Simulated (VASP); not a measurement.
Consider the following.

```
CELL_PARAMETERS angstrom
      0.00000     2.88041     2.88041
      2.88041     0.00000     2.88041
      2.88041     2.88041     0.00000
ATOMIC_POSITIONS crystal
  Ga 0.00000 0.00000 0.00000
  As 0.25000 0.25000 0.25000
```

These are r2SCAN+rVV10, VASP's PBE PAW potentials (set 64) (plane waves; VASP) values and carry that method's errors. Settings: 520 eV cut-off, 8×8×8 Γ-centred mesh, Gaussian smearing of 0.050 eV, potentials Ga_d As.

Problem. Estimate the energy per atom (σ→0), pressure, band gap (on the k-mesh) with the smallest direct gap where there is one.

Solution. 
```
Quantity                                      Result
-----------------------------------  ---------------
band gap (on the k-mesh)                     0.54 eV
smallest direct gap (on the k-mesh)          0.54 eV
energy per atom (σ→0)                -13.234 eV/atom
pressure                                  -37.9 kbar
```

Only differences to runs with the same potentials and settings are physical.

The compound is GaAs in the zinc blende structure. This cell is one point of a volume scan, at 1.06 of the reference volume.
